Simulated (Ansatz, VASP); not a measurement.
# Cross-check of Sb2O3 (antimony oxide glass) between VASP and Ansatz

One calculation is typed for both programs; each brings its own data sets. How far apart do they land? Of the first pair: The structure shown is the start of the Ansatz relaxation below; VASP solves that cell, so the two are compared at the walk's first step.

Calculated with Ansatz 0.2.0; plane waves, with VASP 6.6.1 beside it; single point at PBEsol and single point at PBE.

**1. The starting structure**

The cell holds 50 atoms: 20 Sb and 30 O. Cell: a = 10.487 Å, b = 10.440 Å, c = 10.457 Å, α = 90.0°, β = 90.0°, γ = 90.0°. As first built, before any earlier steps moved the atoms (in the runner's words): 50 atoms (20 Sb, 30 O) placed at random at 5.05 g/cm^3 and pushed apart to contact distance.

**2. Ansatz: relaxation, PBEsol**

Ansatz runs on its default PAW (the set named soft_2) files.

The two programs are compared at the cell with which this relaxation starts, whose forces are those of its first step.

input.yaml reads:

```yaml
crystal:
  lattice:
    - [10.48732, 0.0, 0.0]
    - [0.0, 10.43957, 0.0]
    - [0.0, 0.0, 10.45674]
  atoms:
    - { symbol: Sb, position: [0.53527, 0.83388, 0.22039] }
    - { symbol: Sb, position: [0.90567, 0.1383, 0.26675] }
    - { symbol: Sb, position: [0.59027, 0.26996, 0.36016] }
    - { symbol: Sb, position: [0.06499, 0.78485, 0.32558] }
    - { symbol: Sb, position: [0.42019, 0.60273, 0.51383] }
    - { symbol: Sb, position: [0.2323, 0.03363, 0.49139] }
    - { symbol: Sb, position: [0.38784, 0.27113, 0.75834] }
    - { symbol: Sb, position: [0.15486, 0.4748, 0.96413] }
    - { symbol: Sb, position: [0.72885, 0.51562, 0.57605] }
    - { symbol: Sb, position: [0.28893, 0.2117, 0.20012] }
    - { symbol: Sb, position: [0.4106, 0.93391, 0.76392] }
    - { symbol: Sb, position: [0.71959, 0.56696, 0.18814] }
    - { symbol: Sb, position: [0.12066, 0.4524, 0.43113] }
    - { symbol: Sb, position: [0.86029, 0.35459, 0.86521] }
    - { symbol: Sb, position: [0.67377, 0.08171, 0.01698] }
    - { symbol: Sb, position: [0.57268, 0.50407, 0.88681] }
    - { symbol: Sb, position: [0.18045, 0.71213, 0.72474] }
    - { symbol: Sb, position: [0.89025, 0.06952, 0.73196] }
    - { symbol: Sb, position: [0.02137, 0.98463, 0.01524] }
    - { symbol: Sb, position: [0.78142, 0.85318, 0.47485] }
    - { symbol: O, position: [0.19259, 0.84959, 0.45375] }
    - { symbol: O, position: [0.55333, 0.65478, 0.15816] }
    - { symbol: O, position: [0.5499, 0.32042, 0.84616] }
    - { symbol: O, position: [0.9288, 0.73357, 0.44995] }
    - { symbol: O, position: [0.0064, 0.11831, 0.8789] }
    - { symbol: O, position: [0.68078, 0.45617, 0.03715] }
    - { symbol: O, position: [0.68758, 0.69699, 0.56221] }
    - { symbol: O, position: [0.70321, 0.81057, 0.30569] }
    - { symbol: O, position: [0.85026, 0.03814, 0.09747] }
    - { symbol: O, position: [0.02048, 0.44882, 0.82874] }
    - { symbol: O, position: [0.17481, 0.31976, 0.30811] }
    - { symbol: O, position: [0.92311, 0.9851, 0.37146] }
    - { symbol: O, position: [0.14286, 0.60729, 0.32459] }
    - { symbol: O, position: [0.36365, 0.68631, 0.67552] }
    - { symbol: O, position: [0.74621, 0.49904, 0.78447] }
    - { symbol: O, position: [0.29672, 0.38331, 0.8826] }
    - { symbol: O, position: [0.6001, 0.91221, 0.05936] }
    - { symbol: O, position: [0.85409, 0.25443, 0.70143] }
    - { symbol: O, position: [0.39425, 0.99595, 0.58355] }
    - { symbol: O, position: [0.28202, 0.47206, 0.52853] }
    - { symbol: O, position: [0.22342, 0.8893, 0.77909] }
    - { symbol: O, position: [0.5421, 0.48279, 0.60486] }
    - { symbol: O, position: [0.08311, 0.09014, 0.15562] }
    - { symbol: O, position: [0.38477, 0.10414, 0.85029] }
    - { symbol: O, position: [0.20259, 0.64595, 0.90275] }
    - { symbol: O, position: [0.74989, 0.01736, 0.84639] }
    - { symbol: O, position: [0.45543, 0.30286, 0.23764] }
    - { symbol: O, position: [0.32513, 0.07575, 0.33126] }
    - { symbol: O, position: [0.69725, 0.15529, 0.2513] }
    - { symbol: O, position: [0.67303, 0.44661, 0.33146] }
kpoints:
  mp_grid: { grid: [1, 1, 1] }
hamiltonian:
  xc: pbesol
scf:
  occupations: { method: fermi_dirac, width: 0.05 }
output:
  forces: true
  stress: true
relax:
  f_tol: 0.04
  max_steps: 60
  cell: { stress_tol: 0.1, fix: [alpha, beta, gamma] }
```

Command:

```bash
$ ansatz run input.yaml --threads 8 --pin off --max-ram 15360MiB --backend cpu --events-out ev --progress --plain --runs-dir out
```

Numbers of over 12 decimals in the logs are rounded to 6 here.

Log:

```text
The last accepted step is kept in <dir> (removed where the run ends without a failure and the disk answers)
Engine: ansatz 0.2.0, x86_64-unknown-linux-gnu
Pseudopotentials: kind: paw
Pseudopotential: Sb, paw, valence charge 15, recommended cutoff 420 eV (normal), Sb.paw.azcp
Pseudopotential: O, paw, valence charge 6, recommended cutoff 420 eV (normal), O.paw.azcp
Functional definition: PBEsol
  exchange = pbesol_x
  correlation = pbesol_c
Crystal: 50 atoms, lattice volume = 1144.836 Å³
Basis set: ecut = 420 eV, 22343 PW (Γ), exchange–correlation on 144×144×144 points (8 copies of the dense FFT grid, shifted against one another)
Bands: 290, of which v1, the nominal top of the filled ones, is band 240 counted from 1 (239 counted from 0)
Symmetry: 1 space group operations
Space group: P1 (ITA 1), of the structure as read, at distance tolerance 1.0e-4 Å
k-points: 1
Non-local potential: Sb, projectors of the file, l = 0: 2, l = 1: 2, l = 2: 2, l = 3: 2
Non-local potential: O, projectors of the file, l = 0: 2, l = 1: 2, l = 2: 1
PAW form: soft (Blöchl's): semilocal exchange-correlation on the pseudo side does not see the compensation charge
PAW frozen core: Sb, regenerated for the run's functional, and the local potential with it (the file was generated under x = pbe(κ = 0.804, μ = 0.219515), c = pbe(β = 0.066725))
PAW frozen core: O, regenerated for the run's functional, and the local potential with it (the file was generated under x = pbe(κ = 0.804, μ = 0.219515), c = pbe(β = 0.066725))
PAW one-centre angular grid: Sb, 590 points (default); XC on 64 Gauss nodes
PAW one-centre angular grid: O, 110 points (default); XC on 64 Gauss nodes
Initial density: superposition of atomic densities (neutral atoms: chi_scale 0, normalization atom), corrected by the library's trained network
Initial wavefunctions: pseudopotential atomic-orbital guess
Functional: x = pbesol(κ = 0.804, μ = 0.123457), c = pbesol(β = 0.046)
SCF iter   1: F=—  HF=-144971.482738 eV  |F-HF|=—  |Δ(HF+E_count)|=         —  Δρ=1.08e-2  dr2=1.17e0  ethr=1.77e-3  ⟨swp⟩=6.0  Hψ=1141  notcnv=0
preconditioner: auto → Resta (q_TF=auto, 2.360 Å⁻¹)  ε∞=3.7  [insulator: Δε(μ)=2.785 eV  Ē_g=11.114 eV  σ=0.050 eV  W_gap=1.00  n_scr=250 (ndim 8)  ℏωp=18.4 eV  f_vac=0.240  D(μ)=0.00/eV (n_scr^D=0)  ε∞_Penn≈3.7]
SCF iter   2: F=—  HF=-144971.232987 eV  |F-HF|=—  |Δ(HF+E_count)|=   2.50e-1  Δρ=3.76e-3  dr2=1.40e-1  ethr=2.43e-4  ⟨swp⟩=2.0  Hψ=467  notcnv=0  defer=45
SCF iter   3: F=—  HF=-144971.206210 eV  |F-HF|=—  |Δ(HF+E_count)|=   2.68e-2  Δρ=1.17e-3  dr2=1.89e-2  ethr=2.91e-5  ⟨swp⟩=2.0  Hψ=378  notcnv=0  defer=45
SCF iter   4: F=—  HF=-144971.207719 eV  |F-HF|=—  |Δ(HF+E_count)|=   1.51e-3  Δρ=6.99e-4  dr2=5.82e-3  ethr=3.94e-6  ⟨swp⟩=2.0  Hψ=415  notcnv=0  defer=45
SCF iter   5: F=—  HF=-144971.207376 eV  |F-HF|=—  |Δ(HF+E_count)|=   3.43e-4  Δρ=2.19e-4  dr2=8.37e-4  ethr=1.21e-6  ⟨swp⟩=2.0  Hψ=385  notcnv=0  defer=45
SCF iter   6: F=—  HF=-144971.207909 eV  |F-HF|=—  |Δ(HF+E_count)|=   5.33e-4  Δρ=9.32e-5  dr2=1.52e-4  ethr=1.74e-7  ⟨swp⟩=2.0  Hψ=357  notcnv=0  defer=45
SCF iter   7: F=—  HF=-144971.208026 eV  |F-HF|=—  |Δ(HF+E_count)|=   1.17e-4  Δρ=6.27e-5  dr2=5.49e-5  ethr=3.16e-8  ⟨swp⟩=2.0  Hψ=378  notcnv=0  defer=45
SCF iter   8: F=—  HF=-144971.209125 eV  |F-HF|=—  |Δ(HF+E_count)|=   1.10e-3  Δρ=3.51e-5  dr2=1.66e-5  ethr=1.14e-8  ⟨swp⟩=2.0  Hψ=411  notcnv=0  defer=45
SCF iter   9: F=—  HF=-144971.209136 eV  |F-HF|=—  |Δ(HF+E_count)|=   1.15e-5  Δρ=1.14e-5  dr2=2.24e-6  ethr=3.46e-9  ⟨swp⟩=2.0  Hψ=356  notcnv=0  defer=45
SCF iter  10: F=—  HF=-144971.209139 eV  |F-HF|=—  |Δ(HF+E_count)|=   3.14e-6  Δρ=9.89e-6  dr2=1.22e-6  ethr=4.66e-10  ⟨swp⟩=2.0  Hψ=383  notcnv=0  defer=45
SCF iter  11: F=-144971.209140 eV  HF=-144971.209140 eV  |F-HF|=1.38e-7  |Δ(HF+E_count)|=   4.34e-7  Δρ=1.98e-6  dr2=6.62e-8  ethr=2.08e-11  ⟨swp⟩=3.0  Hψ=1040  notcnv=0
SCF 1 converged in 11 iterations: F = -144971.209140 eV  dr2 = 6.62e-8
  greatest PAW one-centre occupation: 0.997 electrons in one spin orbital (limit 2), on the Sb atom at site 19 (counted from 0), in its partial waves of l = 2
relax step   1: F+E_penalty+E_count = -144971.20913981 eV  Δ(F+E_penalty+E_count) = +0.000e0 eV  max|allowed force component| = 4.161e-1 eV/Å  Δτ_max = 0.0000 Å  P = -2.493 GPa  Ω = 1144.836 Å³  fix = [alpha, beta, gamma]  reactions: alpha -0.251, beta -0.018, gamma -0.273 GPa/rad  (11 SCF iters, dr2 threshold 1.00e-7 eV, accepted)
Crystal: 50 atoms, lattice volume = 1049.815 Å³
Basis set: ecut = 420 eV, 20467 PW (Γ), exchange–correlation on 144×144×144 points (8 copies of the dense FFT grid, shifted against one another)
Initial density: handed on by an earlier stage of this run
Initial wavefunctions: those handed on with the density
iter 1 solved again at ethr=7.24e-5 eV; its pass at ethr=3.10e-3 eV (dr2=3.47e-1 eV) is discarded
[...]
SCF converged after 6 iterations
Free energy (F): -144972.036142 eV
Harris-Foulkes:  -144972.036142 eV  (|F-HF|=5.82e-11)
Internal energy: -144972.036142 eV  (E = F + TS)
E sigma→0 (E₀):  -144972.036142 eV
Fermi energy:    6.901164 eV
--- Per-component energies (eV) ---
  E_band       = -4841.934126
  E_kinetic    = 9381.235153
  E_local      = -55080.267499  (includes V_loc(G=0)·N_el)
  E_nonlocal   = 8769.210259
  E_hartree    = 23894.527455
  E_xc         = -4921.407537
  E_vxc        = -4717.439724  (∫ρ·V_xc dr)
  E_paw        = -94583.203549  (= ΣΔE_a)
  E_vpaw       = -10983.796991  (= ΣTr[D̂ρ^β])
  E_aug_tail   = 0.072281  (compensation charges beyond the density's cutoff)
  E_ewald      = -32439.898482
  E_core_change = 7.695778  (= ΣΔE_core)
  E_smearing   = -0.000000  (= −TS)
  E_closure    = 0.000000  (closes the sum)
  Σ components = -144972.036142   (vs F -144972.036142, Δ=0.00e0)
--- Forces (eV/Å), atoms counted from 1 ---
  atom   1  Sb    -0.00747744    -0.00255204    -0.00022905
  atom   2  Sb    -0.01835762     0.01648308     0.01135057
  atom   3  Sb     0.00998272    -0.01501540     0.01789590
  atom   4  Sb    -0.01066172    -0.00132690     0.01961290
  atom   5  Sb     0.00745012     0.00024780    -0.01945950
  atom   6  Sb    -0.00841019    -0.00481140     0.00037659
  atom   7  Sb     0.01318438     0.01003182    -0.00569202
  atom   8  Sb     0.00059626    -0.00376043     0.01557491
  atom   9  Sb    -0.02118552     0.01409373    -0.00599813
  atom  10  Sb     0.00508017     0.01063087    -0.00755114
  atom  11  Sb     0.00003217     0.01685835     0.00382423
  atom  12  Sb     0.00981521    -0.01107858    -0.00075693
  atom  13  Sb    -0.00483542     0.00426524    -0.00188635
  atom  14  Sb    -0.02379733     0.02723896     0.01323253
  atom  15  Sb    -0.00656692     0.01984931     0.00397877
  atom  16  Sb     0.03169109    -0.01806432     0.00484466
  atom  17  Sb    -0.00396923     0.00729480    -0.01105236
  atom  18  Sb     0.00285223    -0.01810238    -0.01982345
  atom  19  Sb    -0.00130790    -0.00879677    -0.00909822
  atom  20  Sb     0.00791479    -0.01571309     0.01413029
  atom  21  O      0.00361884     0.00164431     0.00002053
  atom  22  O     -0.01176453     0.00934207    -0.00643230
  atom  23  O     -0.01184212    -0.01005796    -0.00592711
  atom  24  O     -0.00073747     0.00315032    -0.00949104
[...]
atom  43  O     -0.00255259    -0.00523154     0.00389665
  atom  44  O      0.00468252    -0.02445332    -0.00346140
  atom  45  O     -0.00220989     0.00647428     0.00613619
  atom  46  O     -0.00079354    -0.00377172     0.00492168
  atom  47  O     -0.00564999     0.01586180    -0.02024461
  atom  48  O      0.00547137    -0.00722017     0.00236439
  atom  49  O      0.00473930     0.00292113    -0.00356537
  atom  50  O      0.00781290     0.00465435     0.00117948
  max |Σ_I F_I| component: 4.04e-6 eV/Å
--- Stress (GPa, compression-positive) ---
       -0.075124       0.380117      -0.131917
        0.380117      -0.040689       0.431213
       -0.131917       0.431213      -0.034567
  P = ⅓ Tr σ = -0.0501 GPa (-0.501 kbar)
--- Relaxed structure (19 steps of the walk, 16 accepted, 2 SCFs on fresh bases) ---
  F+E_penalty+E_count = -144972.03614234 eV   max|allowed force component| = 3.169e-2 eV/Å   (the final SCF, on the basis selected at the relaxed cell)
  cell:  # Å, volume = 976.8262 Å³
    - [9.846852, 0, 0]
    - [0, 9.931086, 0]
    - [0, 0, 9.989026]
  atoms:
    - { symbol: Sb, position: [0.494371, 0.831961, 0.206066] }
    - { symbol: Sb, position: [0.877492, 0.141335, 0.265673] }
    - { symbol: Sb, position: [0.544428, 0.267686, 0.371061] }
    - { symbol: Sb, position: [0.042158, 0.787204, 0.341808] }
    - { symbol: Sb, position: [0.423814, 0.591914, 0.506049] }
    - { symbol: Sb, position: [0.245768, 0.042979, 0.502454] }
    - { symbol: Sb, position: [0.437156, 0.276863, 0.734336] }
    - { symbol: Sb, position: [0.197515, 0.477967, 0.966683] }
    - { symbol: Sb, position: [0.743874, 0.525994, 0.572947] }
    - { symbol: Sb, position: [0.266903, 0.202844, 0.178304] }
    - { symbol: Sb, position: [0.449918, 0.911621, 0.755376] }
    - { symbol: Sb, position: [0.718727, 0.575316, 0.205567] }
    - { symbol: Sb, position: [0.111582, 0.430639, 0.446836] }
    - { symbol: Sb, position: [0.883735, 0.357260, 0.864025] }
    - { symbol: Sb, position: [0.634518, 0.096325, -0.00990582] }
    - { symbol: Sb, position: [0.590997, 0.519195, 0.889636] }
    - { symbol: Sb, position: [0.169595, 0.732062, 0.733621] }
    - { symbol: Sb, position: [0.898281, 0.064160, 0.722141] }
    - { symbol: Sb, position: [0.00318681, 0.961236, 0.022211] }
    - { symbol: Sb, position: [0.741518, 0.873775, 0.480407] }
    - { symbol: O, position: [0.178117, 0.857099, 0.473052] }
    - { symbol: O, position: [0.541855, 0.648056, 0.143041] }
    - { symbol: O, position: [0.603515, 0.324158, 0.836635] }
    - { symbol: O, position: [0.895395, 0.738594, 0.472807] }
    - { symbol: O, position: [0.00973984, 0.106855, 0.884182] }
    - { symbol: O, position: [0.705307, 0.459520, 0.044871] }
    - { symbol: O, position: [0.646155, 0.698826, 0.562752] }
    - { symbol: O, position: [0.670339, 0.819206, 0.302644] }
    - { symbol: O, position: [0.828203, 0.028817, 0.099410] }
    - { symbol: O, position: [0.062160, 0.443674, 0.824094] }
    - { symbol: O, position: [0.145312, 0.310557, 0.293899] }
    - { symbol: O, position: [0.905310, 0.986400, 0.384881] }
    - { symbol: O, position: [0.133060, 0.605008, 0.357185] }
    - { symbol: O, position: [0.351995, 0.681095, 0.667775] }
    - { symbol: O, position: [0.780518, 0.523121, 0.785326] }
    - { symbol: O, position: [0.354251, 0.407888, 0.864421] }
    - { symbol: O, position: [0.554855, 0.917719, 0.038556] }
    - { symbol: O, position: [0.875247, 0.258558, 0.688630] }
    - { symbol: O, position: [0.425988, 0.987092, 0.570552] }
    - { symbol: O, position: [0.297003, 0.431171, 0.519885] }
    - { symbol: O, position: [0.246032, 0.910901, 0.776499] }
    - { symbol: O, position: [0.547701, 0.469624, 0.619665] }
    - { symbol: O, position: [0.082309, 0.060567, 0.170393] }
    - { symbol: O, position: [0.458742, 0.097956, 0.845543] }
    - { symbol: O, position: [0.220486, 0.666413, 0.916179] }
    - { symbol: O, position: [0.735165, 0.021816, 0.828776] }
    - { symbol: O, position: [0.441033, 0.308583, 0.211791] }
    - { symbol: O, position: [0.332518, 0.079678, 0.325933] }
    - { symbol: O, position: [0.670152, 0.137255, 0.290736] }
    - { symbol: O, position: [0.654119, 0.448164, 0.348772] }
```

In the SCF lines HF is the Harris–Foulkes energy and dr2 the Hartree energy of the density residual, in eV; the loop may stop once dr2 is under the threshold and the program's other checks hold. Hψ counts applications of the Hamiltonian.

[end of part 1 of 2]

[Lines on the potential files, build, host, timing and source positions are cut from VASP's logs without a mark.]

[Logs are printed without paths, hosts, clocks, repeated set-up lines and the standing remarks that a program may print on its own settings, such as how far it seeks lower states.]

[Hosts, paths, dates, database ids (printed as entryN), source tags and the programs' standing remarks are cut or masked in the printed files.]
